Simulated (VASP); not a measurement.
These are PBEsol GGA, VASP's PBE PAW potentials (set 64) (plane waves; VASP) values and carry that method's errors.

VASP ran on this input.

### KPOINTS
```
k-points along high-symmetry lines
15
Line-mode
Reciprocal
  0.000000   0.000000   0.000000 ! GAMMA
  0.500000   0.000000   0.500000 ! X

  0.500000   0.000000   0.500000 ! X
  0.625000   0.250000   0.625000 ! U

  0.375000   0.375000   0.750000 ! K
  0.000000   0.000000   0.000000 ! GAMMA

  0.000000   0.000000   0.000000 ! GAMMA
  0.500000   0.500000   0.500000 ! L

  0.500000   0.500000   0.500000 ! L
  0.500000   0.250000   0.750000 ! W

  0.500000   0.250000   0.750000 ! W
  0.500000   0.000000   0.500000 ! X
```

INCAR:
```
# general
SYSTEM =KBr
PREC   =Accurate
ENCUT  =400
LREAL  =.False.
LASPH  =.True.
ICHARG =11

# electronic loop
EDIFF  =1E-7
NELM   =100
ALGO   =Normal
LMAXMIX=4

# smearing
ISMEAR =0
SIGMA  =0.05

# functional
GGA    =PS

# output
LWAVE  =.False.
LCHARG =.False.
LORBIT =11
```

### POSCAR
```
KBr
1
   -0.0000000000     3.2781482420     3.2781482420
    3.2781482420     0.0000000000     3.2781482420
    3.2781482420     3.2781482420     0.0000000000
K Br
1 1
Direct
  0.0000000000   0.0000000000   0.0000000000
  0.5000000000   0.5000000000   0.5000000000
```

POTCAR, in this order: K_sv Br (PBE.64 set). Program: vasp_std. Read from the step before: CHGCAR.

The resulting files:

### OSZICAR
```
       N       E                     dE             d eps       ncg     rms          rms(c)
DAV:   1     0.853878250844E+02    0.85388E+02   -0.61382E+03  2168   0.954E+02
DAV:   2    -0.639724778382E+00   -0.86028E+02   -0.79582E+02  2708   0.237E+02
DAV:   3    -0.583413661757E+01   -0.51944E+01   -0.51641E+01  2768   0.542E+01
DAV:   4    -0.604589209260E+01   -0.21176E+00   -0.21153E+00  3736   0.956E+00
DAV:   5    -0.604754108015E+01   -0.16490E-02   -0.16489E-02  2748   0.861E-01
DAV:   6    -0.604758850305E+01   -0.47423E-04   -0.47422E-04  3296   0.998E-02
DAV:   7    -0.604758889381E+01   -0.39077E-06   -0.39070E-06  2948   0.115E-02
DAV:   8    -0.604758889806E+01   -0.42517E-08   -0.42756E-08  2192   0.122E-03
   1 F= -.60475889E+01 E0= -.60475889E+01  d E =-.163901E-19
```

OUTCAR:
```
 val. band max:       -1.7471345592   @ k =   0.0000   0.0000   0.0000

 cond. band min:       2.5803347448   @ k =   0.0000   0.0000   0.0000



 k-point     1 :       0.0000    0.0000    0.0000
  band No.  band energies     occupation
      1     -29.3176      2.00000
      2     -14.0791      2.00000
      3     -12.8616      2.00000
      4     -12.8616      2.00000
      5     -12.8616      2.00000
      6      -1.7471      2.00000
      7      -1.7471      2.00000
      8      -1.7471      2.00000
      9       2.5803      0.00000
     10       5.7817      0.00000
     11       5.7817      0.00000
     12       5.7817      0.00000

 k-point     2 :       0.0357    0.0000    0.0357
  band No.  band energies     occupation
      1     -29.3175      2.00000
      2     -14.0824      2.00000
      3     -12.8621      2.00000
      4     -12.8621      2.00000
      5     -12.8563      2.00000
      6      -1.7793      2.00000
      7      -1.7521      2.00000
      8      -1.7521      2.00000
      9       2.6281      0.00000
     10       5.7403      0.00000
     11       5.8154      0.00000
     12       5.8154      0.00000

 k-point     3 :       0.0714    0.0000    0.0714
  band No.  band energies     occupation
      1     -29.3172      2.00000
      2     -14.0911      2.00000
      3     -12.8636      2.00000
      4     -12.8635      2.00000
      5     -12.8419      2.00000
      6      -1.8683      2.00000
      7      -1.7664      2.00000
      8      -1.7664      2.00000
      9       2.7636      0.00000
     10       5.6253      0.00000
     11       5.9158      0.00000
     12       5.9158      0.00000

 k-point     4 :       0.1071    0.0000    0.1071
  band No.  band energies     occupation
      1     -29.3167      2.00000
      2     -14.1029      2.00000
      3     -12.8659      2.00000
      4     -12.8659      2.00000
      5     -12.8218      2.00000
      6      -1.9955      2.00000
      7      -1.7888      2.00000
...
```

The density is held fixed in this step, so its total energy and stress have no physical meaning.

The compound is KBr in the rock salt structure. It was relaxed first.
